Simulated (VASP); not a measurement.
Output of a VASP run:

OSZICAR:
```
       N       E                     dE             d eps       ncg     rms          rms(c)
DAV:   1     0.400683112490E+02    0.40068E+02   -0.83016E+03  1848   0.128E+03
DAV:   2    -0.192403735213E+02   -0.59309E+02   -0.55943E+02  2461   0.250E+02
DAV:   3    -0.213063838291E+02   -0.20660E+01   -0.20553E+01  2389   0.410E+01
DAV:   4    -0.213238117867E+02   -0.17428E-01   -0.17194E-01  2191   0.381E+00
DAV:   5    -0.213241237933E+02   -0.31201E-03   -0.31125E-03  2409   0.363E-01    0.481E+01
DAV:   6    -0.181005138803E+02    0.32236E+01   -0.17724E+01  2145   0.297E+01    0.410E+01
DAV:   7    -0.180434515267E+02    0.57062E-01   -0.77351E-01  2115   0.793E+00    0.274E+01
DAV:   8    -0.180362035997E+02    0.72479E-02   -0.17667E-01  2164   0.388E+00    0.779E+00
DAV:   9    -0.180211724466E+02    0.15031E-01   -0.84385E-02  2200   0.199E+00    0.150E+00
DAV:  10    -0.180208715214E+02    0.30093E-03   -0.22234E-03  2133   0.445E-01    0.496E-01
DAV:  11    -0.180208664999E+02    0.50215E-05   -0.44661E-04  2246   0.177E-01    0.628E-02
DAV:  12    -0.180208639389E+02    0.25609E-05   -0.19424E-05  2215   0.438E-02    0.606E-02
DAV:  13    -0.180208633739E+02    0.56508E-06   -0.19436E-06  1461   0.142E-02
   1 F= -.18020863E+02 E0= -.18020737E+02  d E =-.180209E+02
       N       E                     dE             d eps       ncg     rms          rms(c)
DAV:   1    -0.180515735476E+02   -0.30710E-01   -0.95014E-01  1848   0.991E+00    0.307E+00
DAV:   2    -0.180248630053E+02    0.26711E-01   -0.47980E-02  1911   0.204E+00    0.138E+00
DAV:   3    -0.180172027494E+02    0.76603E-02   -0.16075E-02  2058   0.121E+00    0.949E-01
DAV:   4    -0.180168372906E+02    0.36546E-03   -0.12662E-03  2303   0.348E-01    0.570E-01
DAV:   5    -0.180168013657E+02    0.35925E-04   -0.11731E-04  2241   0.868E-02    0.508E-02
DAV:   6    -0.180167997154E+02    0.16503E-05   -0.73762E-06  2251   0.270E-02    0.135E-02
DAV:   7    -0.180167998644E+02   -0.14903E-06   -0.31222E-07  1164   0.600E-03
   2 F= -.18016800E+02 E0= -.18016696E+02  d E =0.406351E-02
       N       E                     dE             d eps       ncg     rms          rms(c)
DAV:   1    -0.180374512764E+02   -0.20652E-01   -0.41097E-01  1848   0.653E+00    0.201E+00
DAV:   2    -0.180258618408E+02    0.11589E-01   -0.20285E-02  1902   0.133E+00    0.895E-01
DAV:   3    -0.180225736265E+02    0.32882E-02   -0.68542E-03  2067   0.800E-01    0.611E-01
DAV:   4    -0.180224267129E+02    0.14691E-03   -0.50723E-04  2294   0.223E-01    0.374E-01
DAV:   5    -0.180224208636E+02    0.58493E-05   -0.45008E-05  2231   0.530E-02    0.354E-02
DAV:   6    -0.180224214021E+02   -0.53850E-06   -0.30459E-06  2167   0.169E-02
   3 F= -.18022421E+02 E0= -.18022303E+02  d E =-.155803E-02
```

File OUTCAR:
```
------------------------ aborting loop because EDIFF is reached ----------------------------------------
  FORCE on cell =-STRESS in cart. coord.  units (eV):
  Direction    XX          YY          ZZ          XY          YZ          ZX
  --------------------------------------------------------------------------------------
  Total       -0.0020222     -0.0020222     -0.0020222      0.0000000      0.0000000      0.0000000
  in kB       -0.1391047     -0.1391047     -0.1391047      0.0000000      0.0000000      0.0000000
  external PRESSURE =      -0.1391047 kB  Pullay stress =       0.0000000 kB
  volume of cell :       23.29
      direct lattice vectors                 reciprocal lattice vectors
     0.000000000  2.266668810  2.266668810    -0.220588027  0.220588027  0.220588027
     2.266668810 -0.000000000  2.266668810     0.220588027 -0.220588027  0.220588027
     2.266668810  2.266668810  0.000000000     0.220588027  0.220588027 -0.220588027
 POSITION                                       TOTAL-FORCE (eV/Angst)
 -----------------------------------------------------------------------------------
      0.00000      0.00000      0.00000         0.000000      0.000000      0.000000
      2.26667      2.26667      2.26667        -0.000000      0.000000     -0.000000
 -----------------------------------------------------------------------------------
    total drift:                                0.000000     -0.000000     -0.000000
  FREE ENERGIE OF THE ION-ELECTRON SYSTEM (eV)
  ---------------------------------------------------
  free  energy   TOTEN  =       -18.0224214021 eV

  energy  without entropy=      -18.0220656724  energy(sigma->0) =      -18.02230283

 reached required accuracy - stopping structural energy minimisation
```
(Selected blocks of OUTCAR.)

POSCAR:
```
HfN
1
    0.0000000000     2.2600000000     2.2600000000
    2.2600000000     0.0000000000     2.2600000000
    2.2600000000     2.2600000000     0.0000000000
Hf N
1 1
Direct
  0.0000000000   0.0000000000   0.0000000000
  0.5000000000   0.5000000000   0.5000000000
```

### Question
Reconstruct the remaining input files.

### Answer
One answer among several that fit: the input of the run itself, optB88-vdW, plane waves, VASP's PBE PAW potentials (set 64).

KPOINTS:
```
Automatic mesh
0
Gamma
13 13 13
0 0 0
```

**INCAR**
```
ISIF=3
NELM=100
GGA=BO
LMAXMIX=6   # l cut-off of mixed one-centre charges
NSW=60   # most ionic steps
PREC=Accurate
EDIFFG=-0.01
PARAM1=0.1833333333
LWAVE=F
SIGMA=0.1   # width (eV)
IBRION=2
ENCUT=520   # plane-wave cut-off (eV)
PARAM2=0.22
LASPH=T
SYSTEM=HfN
ALGO=Normal   # blocked Davidson
LUSE_VDW=T
AGGAC=0.0
LCHARG=F
ISMEAR=1   # Methfessel-Paxton
EDIFF=1E-6   # SCF stop (eV)
LREAL=F   # projection in real space or not
```

POTCAR, in this order: Hf_pv N (PBE.64 set). Program: vasp_std.

The compound is HfN in the rock salt structure. This run relaxes it. Symmetry was kept, so distortions that lower it aren't found. The electron count is odd and the run is not spin-polarised, which forces a metal.
